**Question**

The table gives the band gap of gallium arsenide from five hybrid density functionals, all for the same unrelaxed cell. A hybrid replaces part of the approximate (semilocal) exchange of its parent functional by exact, or Fock, exchange. The gap on path is the smallest energy from a filled to an empty state along the sampled lines of wave vectors; the direct gap on path is the smallest at one and the same wave vector.

Hybrid-functional band structures of GaAs (F-43m, 2-atom cell, fixed geometry) from VASP 6.6.1, without spin polarisation or spin–orbit coupling. All rows use the recommended PAW PBE potentials (Ga 3d as valence), a 520 eV plane-wave cutoff, a 4 × 4 × 4 k mesh and Fermi–Dirac smearing of 0.05 eV. The band path joins the points Γ, X, W, K, L and U.

```csv
functional,gap on path (eV),direct gap on path (eV)
HSE06,1.489,1.489
HSEsol,1.390,1.390
PBE-EpsX,0.727,0.727
PBE0,2.145,2.145
r2SCAN-EpsX,1.186,1.186
```

PBE0, HSE06 and HSEsol replace 25% of the exchange. PBE0 does so at all distances $r$ between two electrons. HSE06 and HSEsol do so only at short range and leave out the part of the interaction that goes as $e^2\,\mathrm{erf}(\omega r)/r$, with $\omega = 0.2$ Å$^{-1}$. The two EpsX functionals take the fraction from the inverse of a dielectric constant, which gave 3.48% here.

(a) Why does PBE0 give a much larger gap than HSE06, although both use 25%? Estimate the difference, and say how each band edge should move.

(b) Why are the EpsX gaps the smallest, and why do they differ from each other at the same fraction?

(c) Does the table show which functional describes GaAs best?

**Model answer**

*(a) The range of exact exchange.* The two functionals differ only in the long-range part, so that is where the cause must lie. At short distance $\mathrm{erf}(\omega r)/r$ hardly varies, and the long-range interaction is close to a constant,

$$W = \frac{2\omega e^2}{\sqrt{\pi}} .$$

With $e^2 = 14.4$ eV Å this gives $W = 2 \times 0.2 \times 14.4/\sqrt{\pi} \approx 3.25$ eV.

The Fock operator compares the state on which it acts with every occupied state of the same spin. If the interaction is a constant, the comparison reduces to an overlap. An occupied state overlaps fully with itself and is lowered by $W$. An empty state is orthogonal to all occupied ones and isn't shifted.

Semilocal exchange can't make this distinction. It models the exchange hole from the density and its gradient, and this hole always lacks exactly one electron. $N$ electrons therefore gain an energy of $NW/2$, even when $N$ isn't a whole number. An orbital energy measures how the total energy changes per small amount of charge added, and here that is a gain of $W/2$, whichever orbital the charge enters. Semilocal exchange therefore lowers filled and empty states alike by $W/2$.

PBE0 exchanges a quarter of the second behaviour for a quarter of the first:

$$\text{filled: } \tfrac14\left(-W+\tfrac{W}{2}\right) = -\tfrac{W}{8}, \qquad \text{empty: } \tfrac14\left(0+\tfrac{W}{2}\right) = +\tfrac{W}{8}.$$

The gap should open by $W/4 \approx 0.81$ eV, half of it from each edge. No gap from the table enters this estimate.

The computed difference is 0.66 eV, about four fifths of the estimate. The band edges of the same runs show the predicted symmetry: from HSE06 to PBE0 the valence edge falls by 0.33 eV and the conduction edge rises by 0.32 eV.

The estimate should be too large, because the long-range interaction isn't quite constant. It has dropped to 93% of $W$ at one bond length and to 82% at the distance between neighbouring atoms of the same kind. Exchange in a semiconductor reaches over such distances. The coarse mesh of wave vectors may also have shifted the PBE0 gap, although the run cuts off the Coulomb interaction at a finite distance, which should lessen this error; there is no finer run to show how much remains.

*(b) The fraction and the parent.* PBE-EpsX and PBE0 share the PBE parent and unscreened exchange, and differ mainly in the fraction. A straight line through these two rows rises by 0.066 eV for each percentage point of exact exchange. The reason is the one found in (a), now acting at short range as well: exact exchange favours filled states over empty ones, and semilocal exchange does so far less. Going from 3.48% to 25% therefore opens the gap by 1.4 eV.

The small fraction is itself questionable. It belongs to a dielectric constant of about 29, whereas that of real GaAs is roughly 11. A value of 11 would give a fraction of about 9%, for which the line yields a gap near 1.1 eV instead of 0.73 eV. A parent functional with too small a gap, or a coarse mesh, can inflate a computed dielectric constant, but which of them acted here is a guess.

The fraction can't explain why r2SCAN-EpsX lies 0.46 eV above PBE-EpsX, because it is the same in both. The two runs also treat the long-range end of exchange and its numerical grid differently. On the line, however, the whole effect of 3.48% exact exchange is only 0.23 eV, so a change in how this small part is handled is unlikely to produce twice as much. The main cause is most likely the parent.

Theory offers a reason. PBE sees only the electron density and its gradient, and gives every orbital the same potential. r2SCAN also uses the kinetic-energy density, so its potential acts differently on orbitals of different shape. It can thus separate filled from empty states somewhat, as exact exchange does. The table is consistent with this but doesn't isolate it, and the r2SCAN run also used PAW potentials made for PBE.

HSEsol shows a milder effect of the parent. It has the fraction and range of HSE06 but builds on PBEsol, whose gradient correction to exchange is weaker, and its gap is 0.10 eV smaller. This order holds for the fixed cell. HSE06 would expand the cell and HSEsol would shrink it; since the gap grows by roughly 0.11 eV per GPa of compression, relaxation could reverse the two.

*(c) Agreement with experiment.* The table doesn't settle this. HSE06 comes closest to the measured gap of roughly 1.5 eV, but the calculation leaves out spin–orbit coupling. That coupling splits the top of the valence band by roughly 0.34 eV and raises its upper part by a third of this. The HSE06 gap would then be near 1.4 eV, so part of the agreement comes from the omission. The EpsX rows can't be judged fairly either, as long as their dielectric constant is so far off.

**Remarks on the reasoning**

A mistake to avoid in (a) is to credit the whole effect to the Fock operator. Taken alone, it would lower the valence edge and leave the conduction edge where it was. The computed conduction edge moves up by almost as much as the valence edge moves down. This follows only if one also counts the semilocal exchange that has been taken away, so the symmetry tests the argument more sharply than the size of the gap does.

The argument also implies that empty states rise together, whatever their wave vector. HSEsol and PBE0 allow a look at this, although their parents differ too. Between them the gap grows by about three quarters of an electronvolt, yet the lowest conduction levels at the points L and X keep their heights above the conduction edge to within 0.02 eV. This fits a nearly rigid lift of the lowest conduction band by long-range exchange, though the change of parent also shifts the conduction edge and could mask a deviation.

For a neighbouring case, the formula tells the reader what to watch. A smaller $\omega$ leaves more of the exact exchange in place and moves a screened hybrid towards PBE0. No property of GaAs enters $W$. The correction for how far exchange reaches does depend on the material, but a similar semiconductor should show a similar step between the two functionals.

The straight line in (b) deserves less trust than the estimate in (a). It passes through both of its rows by construction, so it can't reveal any curvature. The gap near 1.1 eV is an interpolation, whereas the 0.23 eV extends the line beyond its rows to zero exact exchange. Both serve only to compare sizes; the analysis printed below lists them with the band edges.

What remains open is how much of the 0.46 eV between the EpsX rows belongs to r2SCAN itself. Running both parents without exact exchange, on the same finer mesh, would largely answer it, though the effect of using PBE potentials for r2SCAN would remain.

Printed output of the fit:

```
Same runs:
          row  exact exchange (%)  valence edge (eV)  conduction edge (eV)  pressure (GPa)
        HSE06                  25              3.509                 4.998           1.263
       HSEsol                  25              3.423                 4.812          -0.881
     PBE-EpsX                3.48              3.873                 4.599           3.382
         PBE0                  25              3.174                  5.32           0.995
  r2SCAN-EpsX                3.48              3.622                 4.808           0.732
Gap of PBE0 less PBE-EpsX (eV): 1.418
Slope of the two-point line (eV per percentage point): 0.06589
Two-point line at zero exact exchange (eV): 0.4977
Opening by 3.48 % exact exchange on that line (eV): 0.2293
Long-range interaction W at zero distance (eV): 3.25
Predicted gap opening W/4 from HSE06 to PBE0 (eV): 0.8124
Computed gap of PBE0 less HSE06 (eV): 0.656
Computed opening as share of the prediction (%): 80.75
Predicted shift of each edge, down and up (eV): 0.4062
Computed valence edge, PBE0 less HSE06 (eV): -0.3349
Computed conduction edge, PBE0 less HSE06 (eV): 0.3217
Long-range interaction at 2.448 angstrom relative to zero distance: 0.9255
Long-range interaction at 3.998 angstrom relative to zero distance: 0.8223
L valley above the Gamma minimum in HSEsol (eV): 0.3472
L valley above the Gamma minimum in PBE0 (eV): 0.3322
X valley above the Gamma minimum in HSEsol (eV): 0.6237
X valley above the Gamma minimum in PBE0 (eV): 0.6253
Gap of HSE06 less HSEsol in the fixed cell (eV): 0.099
Rough HSE06 less HSEsol if both relaxed, with recalled 0.11 eV per GPa (eV): -0.1368
Gap of r2SCAN-EpsX less PBE-EpsX (eV): 0.459
Fraction from a recalled dielectric constant of 11 (%): 9.091
Two-point line at that fraction (eV): 1.097
Rough HSE06 gap after a recalled spin-orbit splitting of 0.34 eV (eV): 1.376
```
